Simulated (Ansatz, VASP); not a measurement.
## Two plane-wave programs on BaSb3F

INCAR

```
SYSTEM = BaSb3F
  PREC = Accurate
  ENCUT = 520
  EDIFF = 1E-6
  ISMEAR = 0
  SIGMA = 0.1
  LREAL = .FALSE.
  LASPH = .TRUE.
  NELM = 100
  ALGO = Normal
  ISIF = 2
  LWAVE = .FALSE.
  LCHARG = .TRUE.
  GGA = PE
  LELF = .TRUE.
  LVHAR = .TRUE.
  NBANDS = 24
```

Contents of KPOINTS:

```
regular mesh
0
G
  4 4 4
  0 0 0
```

The input POSCAR:

```
BaSb3F
1.0
    5.4909292000      0.0000000000      0.0000000000
    0.0000000000      5.4909292000      0.0000000000
    0.0000000000      0.0000000000      5.4909292000
Ba Sb F
1 3 1
Direct
    0.0000000000      0.0000000000      0.0000000000
    0.0000000000      0.5000000000      0.5000000000
    0.5000000000      0.0000000000      0.5000000000
    0.5000000000      0.5000000000      0.0000000000
    0.5000000000      0.5000000000      0.5000000000
```

Input for Ansatz:

```yaml
crystal:
  lattice:
    - [5.4909292, 0.0, 0.0]
    - [0.0, 5.4909292, 0.0]
    - [0.0, 0.0, 5.4909292]
  atoms:
    - { symbol: Ba, position: [0.0, 0.0, 0.0] }
    - { symbol: Sb, position: [0.0, 0.5, 0.5] }
    - { symbol: Sb, position: [0.5, 0.0, 0.5] }
    - { symbol: Sb, position: [0.5, 0.5, 0.0] }
    - { symbol: F, position: [0.5, 0.5, 0.5] }
basis:
  ecutwfc: 420
kpoints:
  mp_grid: { grid: [4, 4, 4] }
hamiltonian:
  xc: pbe
scf:
  occupations: { method: gaussian, width: 0.1 }
  lower_state_search: "off"
output:
  forces: true
  stress: true
  eigenvalues: true
```

Alike in both runs: task single point; functional PBE; k mesh 4 × 4 × 4; occupations gaussian, width 0.1 eV; no spin polarisation.

|  | VASP | Ansatz |
| --- | --- | --- |
| version | VASP 6.6.1 | Ansatz 0.2.0 |
| potentials or method | VASP PAW PBE potentials, release 64 (Ba_sv, Sb, F) | scalar-relativistic, plane waves, PAW |
| plane-wave cutoff (eV) | 520 | 420 |
| valence electrons in the cell | 32 | 62 |

|  | VASP | Ansatz | Ansatz less VASP |
| --- | --- | --- | --- |
| gap on the k mesh at the Fermi level (eV) | none | none | - |
| pressure (GPa) | -6.0 | -6.0 | +0.02 |

A gap of «none» marks a metal or a gap that the smearing closes. With one functional, cell and mesh, what is left measures potentials, basis and numerics. The two sets of potentials don't hold the same shells in valence.

The runs have no spin-orbit coupling, so splittings on Ba, Sb are missing.
